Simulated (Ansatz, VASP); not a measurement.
Given: the input of a run of VASP 6.6.1 on RbSnN. Atoms were shifted at random by some hundredths of an Å from the given cell, which wasn't relaxed again for these runs. The cell comes from a database or a generator and needn't be the stable form of this composition.

INCAR

```
SYSTEM = RbSnN
ALGO = Normal ; EDIFF = 1E-7
ENCUT = 520 ; GGA = PE
ISIF = 2 ; ISMEAR = -1
LASPH = .True. ; LCHARG = .False.
LREAL = .False. ; LWAVE = .False.
NBANDS = 37 ; NELM = 60
PREC = Accurate ; SIGMA = 0.05
```

Contents of KPOINTS:

```
k-points
0
Gamma
  9 9 2
  0 0 0
```

POSCAR

```
RbSnN
1.0
    3.5112665765      0.0000000000      0.0000000000
   -1.7556332882      3.0408460547      0.0000000000
    0.0000000000      0.0000000000     12.7915030000
Sn Rb N
2 2 2
Direct
   -0.0111090000     -0.0018460000      0.0087020000
    0.0032880000     -0.0009250000      0.5038440000
    0.3484700000      0.6936110000      0.2513320000
    0.6703480000      0.3308710000      0.7508850000
    0.6801990000      0.3406250000      0.0906260000
    0.3382620000      0.6584010000      0.5867440000
```

Potentials or basis: VASP PAW PBE potentials, release 64 (Sn_d, Rb_sv, N).

The run is started by

```bash
$ cat potpaw_PBE.64/Sn_d/POTCAR potpaw_PBE.64/Rb_sv/POTCAR potpaw_PBE.64/N/POTCAR > POTCAR
$ mpirun -np 1 vasp_std > vasp.out
```

**Question.** Translate it to Ansatz 0.2.0. Potentials or basis there: Ansatz PAW, cutoff 420 eV.

**Answer.** As run (cutoffs and basis follow the program's own potentials, and thresholds, step limits or extra output files can differ):

File input.yaml:

```yaml
crystal:
  lattice:
    - [3.5112665765, 0.0, 0.0]
    - [-1.7556332882, 3.0408460547, 0.0]
    - [0.0, 0.0, 12.791503]
  atoms:
    - { symbol: Sn, position: [-0.011109, -0.001846, 0.008702] }
    - { symbol: Sn, position: [0.003288, -0.000925, 0.503844] }
    - { symbol: Rb, position: [0.34847, 0.693611, 0.251332] }
    - { symbol: Rb, position: [0.670348, 0.330871, 0.750885] }
    - { symbol: "N", position: [0.680199, 0.340625, 0.090626] }
    - { symbol: "N", position: [0.338262, 0.658401, 0.586744] }
hamiltonian:
  xc: pbe
  pseudopotentials: { kind: paw }
kpoints:
  mp_grid: { grid: [9, 9, 2] }
scf:
  occupations: { method: fermi_dirac, width: 0.05 }
output:
  forces: true
  stress: true
  eigenvalues: true
  write_density: true
  write_potential: true
  elf: true
  volumetric_format: npy
```

Potentials or basis: Ansatz PAW.

The run is started by

```console
$ ansatz run input.yaml --threads 2 --pin off --max-ram 5120MiB --backend cpu --events-out ev --progress --plain --runs-dir out
```

Both were run:

|  | VASP | Ansatz |
| --- | --- | --- |
| Pressure | -0.2 GPa | -0.3 GPa |
| Largest force | 0.348 eV/Å | 0.378 eV/Å |
| Energy over the undisturbed cell | 4.3 meV/atom | 4.4 meV/atom |

Ansatz's pressure holds a Pulay term of +0.16 GPa for its cutoff of 420 eV, which the other run lacks.

Where Ansatz's input types no cutoff or centring, it takes its own default and a Γ-centred mesh.

Pressure is positive in compression.
